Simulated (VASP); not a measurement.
Computed with LDA (Ceperley-Alder, Perdew-Zunger), VASP's LDA PAW potentials (set 64) (plane waves; VASP).

Input for VASP

**POSCAR**
```
YGe
1
    2.0979968679    -5.2470058746    -0.0000000000
    2.0979968679     5.2470058746     0.0000000000
    0.0000000000    -0.0000000000     3.8901805555
Y Ge
2 2
Direct
  0.1383879993   0.8616120007   0.2500000000
  0.8616120007   0.1383879993   0.7500000000
  0.4153890732   0.5846109268   0.2500000000
  0.5846109268   0.4153890732   0.7500000000
```

### INCAR
```
ALGO=Normal
EDIFF=1E-7
ENCUT=400
ISIF=2
ISMEAR=-5
LASPH=.TRUE.
LCHARG=.TRUE.
LEFG=.TRUE.
LMAXMIX=4
LORBIT=11
LREAL=.FALSE.
LWAVE=.FALSE.
NEDOS=601
NELM=100
PREC=Accurate
SYSTEM=YGe
```

File KPOINTS:
```
Automatic mesh
0
G
9 9 9
```

POTCAR, in this order: Y_sv Ge_d (LDA.64 set). Program: vasp_std.

Predict the energy per atom (σ→0), band gap (on the k-mesh).

* **energy per atom (σ→0)**: -7.068 eV/atom
* **band gap (on the k-mesh)**: none (metal, semimetal or under 0.01 eV)

**OSZICAR**
```
...
DAV:  10    -0.282716105079E+02    0.15373E-03   -0.19554E-03 11250   0.363E-01    0.144E-01
DAV:  11    -0.282715585564E+02    0.51951E-04   -0.21624E-04 12052   0.158E-01    0.291E-02
DAV:  12    -0.282715670974E+02   -0.85410E-05   -0.21149E-05 10464   0.340E-02    0.702E-03
DAV:  13    -0.282715639193E+02    0.31781E-05   -0.31117E-06 12684   0.124E-02    0.477E-03
DAV:  14    -0.282715642581E+02   -0.33878E-06   -0.17275E-07  6652   0.377E-03    0.153E-03
DAV:  15    -0.282715645267E+02   -0.26863E-06   -0.50790E-08  5682   0.168E-03    0.531E-04
DAV:  16    -0.282715645137E+02    0.12970E-07   -0.10488E-08  5430   0.891E-04
   1 F= -.28271565E+02 E0= -.28271565E+02  d E =0.000000E+00
```

The structure comes from a computed database's YGe entry (Cmcm); how it stands against other phases isn't given here. It was relaxed first, which changed the volume by -6 %.
